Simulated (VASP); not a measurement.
Data:

```yaml
crystal:
  lattice:
    - [0.00000, 2.40678, 2.40678]
    - [2.40678, 0.00000, 2.40678]
    - [2.40678, 2.40678, 0.00000]
  atoms:
    - { symbol: Y, position: [0.00000, 0.00000, 0.00000] }
    - { symbol: N, position: [0.50000, 0.50000, 0.50000] }
```

Method: PBE GGA, VASP's PBE PAW potentials (set 64) (plane waves; VASP). Settings: 620 eV cut-off, 9×9×9 Γ-centred mesh, Gaussian smearing of 0.050 eV, potentials Y_sv N.

Task: Estimate the energy per atom (σ→0), pressure.

Result: 
```yaml
energy per atom (σ→0): -9.091 eV/atom
pressure: 99.2 kbar
```

The compound is YN in the rock salt structure. It was relaxed first under an external pressure of 10 GPa.
